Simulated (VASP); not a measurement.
Method: PBEsol GGA, VASP's PBE PAW potentials (set 64) (plane waves; VASP).

VASP input:

POSCAR:
```
Nb4C3N
1
   -0.0000000000     2.2194184515     2.2194184515
    2.2194184515    -0.0000000000     2.2194184515
    8.8630475830     8.8630475830     0.0146262232
Nb N C
4 1 3
Direct
  0.0063971487   0.0063971487   0.9952021384
  0.9936028513   0.9936028513   0.2547978616
  0.0053518826   0.0053518826   0.4959860880
  0.9946481174   0.9946481174   0.7540139120
  0.5000000000   0.5000000000   0.1250000000
  0.5020044059   0.5020044059   0.3734966956
  0.5000000000   0.5000000000   0.6250000000
  0.4979955941   0.4979955941   0.8765033044
```

File KPOINTS:
```
k-points along high-symmetry lines
12
Line-mode
Reciprocal
  0.000000   0.000000   0.000000 ! GAMMA
  0.000000   0.000000  -0.500000 ! T

  0.000000   0.000000  -0.500000 ! T
 -0.328125   0.328125  -0.500000 ! H_2

 -0.343750   0.328125  -0.187500 ! H_0
  0.000000   0.500000   0.500000 ! L

  0.000000   0.500000   0.500000 ! L
  0.000000   0.000000   0.000000 ! GAMMA

  0.000000   0.000000   0.000000 ! GAMMA
 -0.335938   0.335938   0.000000 ! S_0

 -0.335938   0.328125  -0.343750 ! S_2
 -0.500000   0.000000  -1.000000 ! F

 -0.500000   0.000000  -1.000000 ! F
  0.000000   0.000000   0.000000 ! GAMMA
```

### INCAR
```
ALGO=Normal
EDIFF=1E-7
ENCUT=520
GGA=PS
ICHARG=11
ISMEAR=0
LASPH=T
LCHARG=F
LMAXMIX=4
LORBIT=11
LREAL=F
LWAVE=F
NELM=100
PREC=Accurate
SIGMA=0.05
SYSTEM=Nb4C3N
```

POTCAR, in this order: Nb_sv N C (PBE.64 set). Program: vasp_std. Read from the step before: CHGCAR.

The run wrote:

### OSZICAR
```
       N       E                     dE             d eps       ncg     rms          rms(c)
DAV:   1     0.888925145952E+03    0.88893E+03   -0.38001E+04  6896   0.176E+03
DAV:   2    -0.788459622545E+00   -0.88971E+03   -0.87316E+03  7900   0.718E+02
DAV:   3    -0.789965142991E+02   -0.78208E+02   -0.76782E+02 12176   0.156E+02
DAV:   4    -0.841530382252E+02   -0.51565E+01   -0.50675E+01 11296   0.356E+01
DAV:   5    -0.845754145170E+02   -0.42238E+00   -0.41695E+00 11488   0.925E+00
DAV:   6    -0.846187487311E+02   -0.43334E-01   -0.42941E-01 11288   0.202E+00
DAV:   7    -0.846258121384E+02   -0.70634E-02   -0.68998E-02 11112   0.566E-01
DAV:   8    -0.846275233737E+02   -0.17112E-02   -0.16323E-02 11656   0.165E-01
DAV:   9    -0.846280656075E+02   -0.54223E-03   -0.52110E-03 10464   0.622E-02
DAV:  10    -0.846282595282E+02   -0.19392E-03   -0.18889E-03  7680   0.243E-02
DAV:  11    -0.846283317659E+02   -0.72238E-04   -0.71176E-04  6424   0.118E-02
DAV:  12    -0.846283598503E+02   -0.28084E-04   -0.27817E-04  6192   0.579E-03
DAV:  13    -0.846283697502E+02   -0.98999E-05   -0.98355E-05  5816   0.324E-03
DAV:  14    -0.846283735147E+02   -0.37645E-05   -0.37362E-05  5792   0.185E-03
DAV:  15    -0.846283749948E+02   -0.14801E-05   -0.14730E-05  5720   0.111E-03
DAV:  16    -0.846283756131E+02   -0.61830E-06   -0.61257E-06  5704   0.727E-04
DAV:  17    -0.846283758634E+02   -0.25039E-06   -0.24871E-06  5704   0.519E-04
DAV:  18    -0.846283759661E+02   -0.10261E-06   -0.10231E-06  5696   0.384E-04
DAV:  19    -0.846283760063E+02   -0.40242E-07   -0.40274E-07  5704   0.298E-04
   1 F= -.84628376E+02 E0= -.84626099E+02  d E =-.455466E-02
```

### OUTCAR
```
 val. band max:       12.6735549662   @ k =   0.0000   0.0455   0.0455

 cond. band min:      12.6886105665   @ k =  -0.2500   0.3750   0.0000



 k-point     1 :       0.0000    0.0000    0.0000
  band No.  band energies     occupation
      1     -42.9392      2.00000
      2     -42.8937      2.00000
      3     -42.6379      2.00000
      4     -42.5912      2.00000
      5     -19.5318      2.00000
      6     -19.1444      2.00000
      7     -18.9120      2.00000
      8     -18.7500      2.00000
      9     -18.7500      2.00000
     10     -18.7182      2.00000
     11     -18.7182      2.00000
     12     -18.5024      2.00000
     13     -18.4531      2.00000
     14     -18.4531      2.00000
     15     -18.4189      2.00000
     16     -18.4189      2.00000
     17      -3.1888      2.00000
     18       0.0025      2.00000
     19       0.6968      2.00000
     20       2.5907      2.00000
     21       4.8763      2.00000
     22       7.0812      2.00000
     23       7.0812      2.00000
     24       7.5432      2.00000
     25       7.9382      2.00000
     26       8.5816      2.00000
     27       8.5816      2.00000
     28       8.6988      2.00000
     29       8.6988      2.00000
     30      11.3997      2.00000
     31      11.3997      2.00000
     32      11.4879      2.00000
     33      11.6685      2.00000
     34      11.8699      2.00000
     35      11.8699      2.00000
     36      12.7603      0.03578
     37      12.7603      0.03578
     38      13.1759      0.00000
     39      13.1759      0.00000
     40      13.3215      0.00000
     41      13.3248      0.00000

 k-point     2 :       0.0000    0.0000   -0.0455
  band No.  band energies     occupation
      1     -42.9392      2.00000
      2     -42.8937      2.00000
      3     -42.6379      2.00000
      4     -42.5912      2.00000
      5     -19.5309      2.00000
      6     -19.1485      2.00000
      7     -18.9077      2.00000
      8     -18.7500      2.00000
...
```

The density is held fixed in this step, so its total energy and stress have no physical meaning.

The structure was generated: Nb4C3N was put into an ordered model structure (R-3m), which need not be its known phase. It was relaxed first. The electron count is odd and the run is not spin-polarised, which forces a metal.
